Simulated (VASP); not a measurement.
The system is CaScB2.

```xyz
4
Lattice="4.3080 0.0000 0.0000 0.0000 4.3080 0.0000 0.0000 0.0000 3.4442" Properties=species:S:1:pos:R:3 pbc="T T T"
Ca    2.1540    2.1540    2.4256
Sc    0.0000    0.0000    1.4771
B     2.1540    0.0000    0.2800
B     0.0000    2.1540    0.2800
```

The cell was built by a generator and needn't be a form met in nature.

The cell isn't the ideal one: random cell by space group and Wyckoff sites (P4mm, No. 99).

```yaml
Program: VASP 6.6.1
Task: relaxation of cell and atoms
Functional: PBE
Potentials_or_basis: VASP PAW PBE potentials, release 64 (Ca_sv, Sc_sv, B)
Cutoff: 600 eV
k_mesh: 4 × 4 × 6
Occupations: gaussian, width 0.1 eV
Spin: no spin polarisation
```

At the start: pressure -1.1 GPa; volume 15.98 Å³/atom.

Q: Where does the relaxation end?

A: Over 11 steps the energy falls by 58.2 meV/atom and the volume is 15.29 Å³/atom (-4.3 %); space group P4mm (No. 99, to 0.05 Å).

Step by step:
| step | energy change (eV) | largest force (eV/Å) | pressure (GPa) | volume (Å³) |
| --- | --- | --- | --- | --- |
| 1 | 0.0000 | 1.1119 | -1.08 | 63.92 |
| 2 | -0.1079 | 0.8036 | -0.23 | 62.91 |
| 3 | -0.1699 | 0.6566 | 2.43 | 60.91 |
| 4 | -0.1740 | 0.5734 | 1.84 | 61.30 |
| 5 | -0.2017 | 0.3175 | -0.98 | 62.98 |
| 6 | -0.2019 | 0.2995 | -1.19 | 63.12 |
| 7 | -0.2174 | 0.2188 | -0.66 | 62.36 |
| 8 | -0.2298 | 0.1141 | 0.46 | 60.94 |
| 9 | -0.2301 | 0.1062 | 0.66 | 60.69 |
| 10 | -0.2324 | 0.0086 | -0.56 | 61.31 |
| 11 | -0.2327 | 0.0193 | -0.25 | 61.15 |

Final structure:
```
CELL_PARAMETERS angstrom
4.36483 0.00000 0.00000
0.00000 4.36483 0.00000
0.00000 0.00000 3.20953
ATOMIC_POSITIONS crystal
Ca 0.50000 0.50000 0.62722
Sc 0.00000 0.00000 0.48246
B 0.50000 0.00000 0.09300
B 0.00000 0.50000 0.09300
```

Caveat: the k mesh is coarse (spacing up to 0.36 Å⁻¹), so the values aren't converged.
